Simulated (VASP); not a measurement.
# A VASP study of AsN (PBEsol + D3(BJ)): structure first, properties next

Aim: relax AsN, then compute properties on the relaxed cell. The steps: rough relaxation of the start cell, relaxing cell and atoms (PBEsol + D3(BJ)), second relaxation, single point with fields (PBEsol + D3(BJ)), bands along the symmetry lines (PBEsol + D3(BJ)), total and projected DOS (PBEsol + D3(BJ)), elastic constants (PBEsol + D3(BJ)), field gradients at the nuclei (PBEsol + D3(BJ)) and ionic relaxation at fixed cell (PBEsol + D3(BJ)), changed input. The cell is invented: it takes the structure of a Materials Project entry for AsP (space group 160 there), with some of its atoms replaced by other elements, volume scaled by an estimate. It may not be a known or stable phase.

Method: PBEsol with D3(BJ); plane waves and PAW (As, N); invented cell, in VASP 6.6.1.

This is a report of a sequence of runs, with most program output left out.

### 1. The structure

Before any relaxation, the start is as follows. Symmetry: R3m, No. 160, trigonal system. The conventional cell has a = 3.336 Å, b = 3.336 Å, c = 9.032 Å, α = 90.00°, β = 90.00°, γ = 120.00°. Nearest to As lie 3 N at 2.22 Å. Nearest to N lie 3 As at 2.22 Å. It derives from AsP. it takes the structure of a Materials Project entry for AsP (space group 160 there), with some of its atoms replaced by other elements, volume scaled by an estimate. Farther neighbours and most contacts between anions are not listed.

### 2. Rough relaxation of the start cell

The start is only an estimate, so a cheap relaxation brings it near a minimum before any careful run. PBEsol restores the gradient expansion of exchange and is tuned for the cells of solids. A dispersion term adds the long-range attraction that semilocal functionals lack. D3 with Becke-Johnson damping keeps a finite attraction at short range.

Input file INCAR:

```
SYSTEM = AsN
PREC = Normal
ENCUT = 520
EDIFF = 1E-05
NELM = 60
ISMEAR = 0
SIGMA = 0.05
LREAL = .FALSE.
ALGO = Fast
GGA = PS
IVDW = 12
NBANDS = 11
LORBIT = 11
LWAVE = .FALSE.
LCHARG = .FALSE.
IBRION = 2
NSW = 40
ISIF = 3
EDIFFG = -0.04
```

Input file POSCAR:

```
AsN
1.0
    1.6678000000      0.9629050000      3.0106720000
   -1.6678000000      0.9629050000      3.0106720000
    0.0000000000     -1.9258100000      3.0106720000
As N
1 1
Direct
    0.2274770000      0.2274770000      0.2274770000
    0.7725230000      0.7725230000      0.7725230000
```

Input file KPOINTS:

```
Automatic mesh
0
Gamma
6 6 6
0 0 0
```

PAW data sets: As and N (PBE family, release 64).

Run with:

```console
mpirun -np 1 vasp_std
```

Wall time 74 s (1 MPI rank of AMD EPYC 7R43, shared host); peak memory 0.11 GiB.

The k-mesh is coarse for a metal. This relaxation is a rough one on cheap settings, only to bring the start near its minimum. The PAW data sets were made with PBE, which is usual practice but a small mismatch for other functionals. After so large a change of volume the plane waves of the start cell no longer fit, so the final stress carries a basis-set error. The run keeps the 6 symmetry operations of its start, so it cannot find a distortion of lower symmetry.

Relaxation path:

```csv
step,energy less that of the first step (eV),largest force (eV/Å),pressure (GPa),volume (Å³)
1,0.0000,1.5874,-22.45,29.01
2,-0.1865,1.2432,32.84,21.28
3,-0.4824,0.3117,0.31,24.22
4,-0.4827,0.2749,0.89,24.13
5,-0.4825,0.2367,1.63,24.04
6,-0.4914,0.0978,1.57,24.24
7,-0.4985,0.2565,1.70,24.66
8,-0.5059,0.1730,0.04,25.00
9,-0.5108,0.1181,-4.35,26.04
10,-0.5123,0.0199,-2.96,25.70
11,-0.5172,0.0522,-2.84,25.76
12,-0.5279,0.1517,-2.33,25.92
13,-0.5339,0.3763,-1.15,26.17
14,-0.5343,0.3135,-1.44,26.11
15,-0.5379,0.0500,0.65,25.91
16,-0.5379,0.0469,0.68,25.91
17,-0.5384,0.0207,0.45,25.99
18,-0.5386,0.0240,0.08,26.14
19,-0.5388,0.0042,-0.13,26.18
```

```csv
"conventional cell, symmetrised",before,after,change
a (Å),3.336,3.022,-9.4 %
b (Å),3.336,3.022,-9.4 %
c (Å),9.032,9.934,+10.0 %
volume (Å³/atom),14.50,13.09,-9.7 %
```

The atoms that moved most (Å, as changes of fractional coordinates times the final cell):

```csv
atom,dx,dy,dz,length
As1,0.000,0.000,-0.130,0.130
N2,0.000,0.000,0.130,0.130
```

Final coordinates:

```cif
data_structure
_symmetry_space_group_name_H-M 'P 1'
_symmetry_Int_Tables_number 1
_cell_length_a 3.7429
_cell_length_b 3.7429
_cell_length_c 3.7429
_cell_angle_alpha 47.612
_cell_angle_beta 47.612
_cell_angle_gamma 47.612
_cell_volume 26.18
loop_
_atom_site_label
_atom_site_type_symbol
_atom_site_fract_x
_atom_site_fract_y
_atom_site_fract_z
_atom_site_occupancy
As1 As 0.21441 0.21441 0.21441 1
N2 N 0.78559 0.78559 0.78559 1
```

This step gave:

```
electrons                       : 10
bands                           : 11
irreducible k-points            : 32
symmetry operations             : 6
free energy (TOTEN)             : -13.03 eV
energy at zero smearing         : -13.03 eV
Fermi energy                    : 6.904 eV
pressure                        : -0.1272 GPa
metallic                        : yes
SCF cycles over all ionic steps : 108
```

It ends with a largest force of 0.004 eV/Å and a pressure of -0.13 GPa.

### 3. Relaxing cell and atoms (PBEsol + D3(BJ))

Properties are meant for the cell that this level of theory prefers, so cell and atoms are relaxed first (ISIF = 3) until forces and stress are small; EDIFFG sets the threshold.

Input file INCAR:

```
SYSTEM = AsN
PREC = Accurate
ENCUT = 520
EDIFF = 1E-06
NELM = 100
ISMEAR = 0
SIGMA = 0.05
LREAL = .FALSE.
ALGO = Normal
GGA = PS
IVDW = 12
NBANDS = 11
LORBIT = 11
LWAVE = .FALSE.
LCHARG = .FALSE.
IBRION = 2
NSW = 60
ISIF = 3
EDIFFG = -0.01
```

Input file POSCAR:

```
AsN
1.0
    1.5107928978      0.8722568462      3.3114736924
   -1.5107928978      0.8722568462      3.3114736924
    0.0000000000     -1.7445136925      3.3114736924
As N
1 1
Direct
    0.2144076835      0.2144076835      0.2144076835
    0.7855923165      0.7855923165      0.7855923165
```

Input file KPOINTS:

```
Automatic mesh
0
Gamma
8 8 8
0 0 0
```

Run with:

```console
mpirun -np 1 vasp_std
```

The job ended after 3.4 min (1 MPI rank; peak memory 0.15 GiB).

Step by step:

```csv
step,energy less that of the first step (eV),largest force (eV/Å),pressure (GPa),volume (Å³)
1,0.0000,0.0469,-0.36,26.18
2,-0.0021,0.0267,0.28,26.07
3,-0.0025,0.0701,0.65,26.00
4,-0.0040,0.0987,0.25,26.17
5,-0.0062,0.1809,-0.79,26.64
6,-0.0070,0.1321,-0.52,26.67
7,-0.0080,0.0161,0.31,26.75
8,-0.0080,0.0132,0.26,26.75
9,-0.0077,0.0599,-0.12,26.71
10,-0.0080,0.0097,0.26,26.75
11,-0.0080,0.0093,0.20,26.78
12,-0.0081,0.0088,0.00,26.88
```

```csv
"conventional cell, symmetrised",before,after,change
a (Å),3.022,2.979,-1.4 %
b (Å),3.022,2.979,-1.4 %
c (Å),9.934,10.493,+5.6 %
volume (Å³/atom),13.09,13.44,+2.6 %
```

The atoms that moved most (Å, as changes of fractional coordinates times the final cell):

```csv
atom,dx,dy,dz,length
As1,0.000,0.000,-0.020,0.020
N2,0.000,0.000,0.020,0.020
```

The relaxed structure:

```
As N
1.0
     1.48935    0.85988    3.49755
    -1.48935    0.85988    3.49755
     0.00000   -1.71975    3.49755
As N
1 1
Direct
  0.21250 0.21250 0.21250
  0.78750 0.78750 0.78750
```

Numbers from this step:

```
irreducible k-points            : 65
Fermi energy                    : 6.461 eV
pressure                        : -7.01e-4 GPa
SCF cycles over all ionic steps : 71
```

It ends with a largest force of 0.009 eV/Å and a pressure of 0.00 GPa.

### 4. Second relaxation

A relaxation keeps the plane waves of the cell it began with, so it is repeated from the new cell, on a basis made for it.

INCAR is that of step 3.

Input file POSCAR:

```
AsN
1.0
    1.4893502465      0.8598769189      3.4975532728
   -1.4893502465      0.8598769189      3.4975532728
    0.0000000000     -1.7197538378      3.4975532728
As N
1 1
Direct
    0.2124988745      0.2124988745      0.2124988745
    0.7875011255      0.7875011255      0.7875011255
```

KPOINTS is that of step 3.

Run with:

```console
mpirun -np 1 vasp_std
```

Wall time 3 min (1 MPI rank); peak memory 0.16 GiB.

Relaxation path:

```csv
step,energy less that of the first step (eV),largest force (eV/Å),pressure (GPa),volume (Å³)
1,0.0000,0.0075,0.07,26.88
2,0.0000,0.0166,-0.05,26.90
3,0.0000,0.0226,-0.05,26.90
4,-0.0001,0.0226,-0.05,26.90
5,-0.0001,0.0231,0.03,26.91
6,-0.0002,0.0243,0.18,26.93
7,-0.0002,0.0200,0.17,26.96
8,-0.0003,0.0067,0.11,27.02
9,-0.0003,0.0217,0.01,27.15
10,-0.0004,0.0157,0.03,27.12
11,-0.0004,0.0012,-0.08,27.16
```

```csv
"conventional cell, symmetrised",before,after,change
a (Å),2.979,2.971,-0.2 %
b (Å),2.979,2.971,-0.2 %
c (Å),10.493,10.656,+1.6 %
volume (Å³/atom),13.44,13.58,+1.1 %
```

Final coordinates:

```
As N
1.0
     1.48568    0.85776    3.55195
    -1.48568    0.85776    3.55195
     0.00000   -1.71552    3.55195
As N
1 1
Cartesian
  0.0000 0.0000 2.2578
  0.0000 0.0000 8.3981
```

Numbers from this step:

* Fermi energy: 6.296 eV
* pressure: -0.07549 GPa
* SCF cycles over all ionic steps: 60

It ends with a largest force of 0.001 eV/Å and a pressure of -0.08 GPa.

### 5. Single point with fields (PBEsol + D3(BJ))

A single point on the relaxed cell gives a clean self-consistent state, with density, ELF and potential written out.

Edit INCAR of step 4 so:

```diff
@@ -14,6 +14,5 @@
 LWAVE = .FALSE.
-LCHARG = .FALSE.
-IBRION = 2
-NSW = 60
-ISIF = 3
-EDIFFG = -0.01
+LCHARG = .TRUE.
+ISIF = 2
+LELF = .TRUE.
+LVHAR = .TRUE.
```

Input file POSCAR:

```
AsN
1.0
    1.4856801421      0.8577579820      3.5519456232
   -1.4856801421      0.8577579820      3.5519456232
    0.0000000000     -1.7155159640      3.5519456232
As N
1 1
Direct
    0.2118819630      0.2118819630      0.2118819630
    0.7881180370      0.7881180370      0.7881180370
```

KPOINTS is that of step 4.

Run with:

```console
mpirun -np 1 vasp_std
```

Run time: 37 s. Hardware: 1 MPI rank; peak memory 0.15 GiB.

This step gave:

| Property | Result |
| --- | --- |
| SCF cycles | 13 |
| pressure | -0.06675 GPa |

Valence electrons inside each PAW sphere by angular momentum. Sphere charges, by row:

```csv
atom,s (e),p (e),d (e),tot (e)
As1,1.309,1.294,0.125,2.728
N2,1.291,2.343,0,3.633
```

Valence density in the ac plane of the cell as run, not the conventional one, at fractional y = 0.212, with atoms of As within 0.2 Å of it. It is the smooth field of the valence electrons, not physical close to the nuclei.

Ten even steps from '0' (-0.08 e/Å³) to '9' (0.61 e/Å³), each cell a mean:
```
22357888642211
12235677643221
11223466643222
22222345554332
33222234555444
65322223455666
88643222345678
99985322234678
76899532223468
74259953222357
75005984222235
67402896322223
46754698532122
34677798632112
```
Columns run along a (3.9 Å), rows up along c (3.9 Å). Atoms in or near the plane, at fractional coordinates: As at (0.21, 0.21).

ELF in the ac plane of the cell as run, not the conventional one, at fractional y = 0.212, with atoms of As within 0.2 Å of it. It is the smooth field of the valence electrons, not physical close to the nuclei.

Ten even steps from '0' (0.04) to '9' (0.96), each cell a mean:
```
01235667642000
00013455531000
00001244421000
10000123322112
54100013332234
88630002333456
89984001233457
89999510012456
78999850001246
66799994000135
55579998300013
45557999610002
24556899840001
12456788851000
```
Columns run along a (3.9 Å), rows up along c (3.9 Å). Atoms in or near the plane, at fractional coordinates: As at (0.21, 0.21).

Electrostatic potential energy in the ac plane of the cell as run, not the conventional one, at fractional y = 0.212, with atoms of As within 0.2 Å of it. With pseudopotentials it is smooth inside the atoms' cores, unlike the true potential.

Ten even steps from '_' (-47 eV) to '@' (3 eV), each cell a mean:
```
@@@@%%##++::::++##%%@@@@@@@@
@@@@@@@@%%##**####%%@@@@@@@@
@@@@@@@@@@%%%%%%%%%%@@@@@@@@
@@@@@@@@@@@@@@%%%%%%@@@@@@@@
@@@@@@@@@@@@@@@@@@@@%%%%%%%%
##%%@@@@@@@@@@@@@@@@%%%%####
==++##@@@@@@@@@@@@@@%%%%##++
____::**%%@@@@@@@@@@@@%%**::
______..++%%@@@@@@@@@@%%##::
__..==::..++%%@@@@@@@@@@%%++
::__++**::..**@@@@@@@@@@@@##
**....++==__::##@@@@@@@@@@%%
%%**..__..____++%%@@@@@@@@@@
@@%%**::______==##@@@@@@@@@@
```
Columns run along a (3.9 Å; values clipped at the 3rd and 97th percentile), rows up along c (3.9 Å). Atoms in or near the plane, at fractional coordinates: As at (0.21, 0.21).

In this run the pressure is -0.07 GPa, small enough to go on.

### 6. Bands along the symmetry lines (PBEsol + D3(BJ))

The mesh alone shows little of the dispersion and can miss band extrema, so KPOINTS_OPT adds a path through the symmetry points after the self-consistent cycle.

Input file INCAR:

```
SYSTEM = AsN
PREC = Accurate
ENCUT = 520
EDIFF = 1E-06
NELM = 100
ISMEAR = 0
SIGMA = 0.05
LREAL = .FALSE.
ALGO = Normal
GGA = PS
IVDW = 12
NBANDS = 17
LORBIT = 11
LWAVE = .FALSE.
LCHARG = .FALSE.
```

POSCAR is that of step 5.

KPOINTS is that of step 5.

Input file KPOINTS_OPT:

```
Line mode
16
Line-mode
Reciprocal
  0.00000000   0.00000000   0.00000000 GAMMA
  0.50000000   0.00000000   0.00000000 L

  0.50000000   0.00000000   0.00000000 L
  0.50000000   0.20554482  -0.20554482 B1

  0.79445518   0.50000000   0.20554482 B
  0.50000000   0.50000000   0.50000000 Z

  0.50000000   0.50000000   0.50000000 Z
  0.00000000   0.00000000   0.00000000 GAMMA

  0.00000000   0.00000000   0.00000000 GAMMA
  0.35277241   0.00000000  -0.35277241 X

  0.64722759   0.35277241   0.00000000 Q
  0.50000000   0.50000000   0.00000000 F

  0.50000000   0.50000000   0.00000000 F
  0.64722759   0.64722759   0.20554482 P1

  0.64722759   0.64722759   0.20554482 P1
  0.50000000   0.50000000   0.50000000 Z

  0.50000000   0.00000000   0.00000000 L
  0.79445518   0.35277241   0.35277241 P
```

Run with:

```console
mpirun -np 1 vasp_std
```

Run time: 1.9 min. Hardware: 1 MPI rank; peak memory 0.17 GiB.

Spin-orbit coupling is off here; it would split degenerate levels.

This step gave:

| Quantity | Value |
| --- | --- |
| bands | 17 |
| pressure | -0.06741 GPa |

The electronic bands at the labelled points (eV, zero at the Fermi level; # counts the bands kept):

```csv
point,#1,#2,#3,#4,#5,#6,#7
Γ,-7.81,-3.77,-3.16,-3.16,1.99,5.08,5.08
0.53 of the way,-9.33,-5.43,-4.19,-2.45,1.42,4.07,5.17
L,-12.31,-4.96,-4.84,-1.52,-0.55,3.09,4.79
0.47 of the way,-12.07,-7.05,-4.46,-2.05,0.43,3.84,4.58
B1,-11.71,-8.04,-5.27,-2.57,1.75,4.06,6.14
jump to B,-11.71,-8.04,-5.27,-2.57,1.75,4.06,6.14
0.53 of the way,-10.05,-6.65,-4.71,-0.29,3.02,3.38,5.45
Z,-10.66,-3.15,-3.15,-0.22,1.62,4.49,4.49
0.47 of the way,-9.64,-3.15,-3.15,-1.57,1.80,4.74,4.74
Γ,-7.81,-3.77,-3.16,-3.16,1.99,5.08,5.08
0.47 of the way,-9.31,-5.19,-4.90,-2.75,2.04,4.05,4.40
X,-11.82,-8.20,-4.55,-3.20,1.74,3.89,6.16
jump to Q,-11.82,-8.20,-4.55,-3.20,1.74,3.89,6.16
0.47 of the way,-11.75,-7.15,-5.04,-3.84,2.23,4.95,5.53
F,-11.85,-5.99,-5.13,-4.18,1.29,5.06,6.11
0.53 of the way,-11.82,-6.24,-5.10,-3.73,1.25,5.02,5.98
P1,-11.75,-6.54,-5.01,-2.95,1.11,4.95,5.72
0.53 of the way,-10.14,-6.33,-3.97,-0.24,2.09,4.29,5.24
Z,-10.66,-3.15,-3.15,-0.22,1.62,4.49,4.49
jump to L,-12.31,-4.96,-4.84,-1.52,-0.55,3.09,4.79
0.47 of the way,-12.18,-5.61,-4.90,-1.95,0.06,3.78,5.05
P,-11.75,-6.54,-5.01,-2.95,1.11,4.95,5.72
```

Of the projections kept (As, N), the largest for each band there; the rest of the weight can lie on other orbitals:

```csv
point,#1,#2,#3,#4,#5,#6,#7
Γ,As 0.53,N 0.80,N 0.79,N 0.79,As 0.68,As 0.90,As 0.90
L,As 0.75,N 0.61,N 0.67,As 0.57,N 0.59,As 0.77,As 0.72
B1,As 0.79,As 0.50,N 0.62,As 0.52,N 0.53,N 0.57,N 0.57
B,As 0.79,As 0.50,N 0.62,As 0.52,N 0.53,N 0.57,N 0.57
Z,As 0.58,N 0.80,N 0.80,N 0.73,N 0.51,As 0.91,As 0.91
Γ,As 0.53,N 0.80,N 0.79,N 0.79,As 0.68,As 0.90,As 0.90
```

There is no gap at this level.

[end of part 1 of 2]

[Lines on the potential files, build, host, timing and source positions are cut from VASP's logs without a mark.]

[Logs are printed without paths, hosts, clocks, repeated set-up lines and the standing remarks that a program may print on its own settings, such as how far it seeks lower states.]

[Hosts, paths, dates, database ids (printed as entryN), source tags and the programs' standing remarks are cut or masked in the printed files.]

[A measured line is paired with the nearest computed mode of its activity, which favours agreement.]
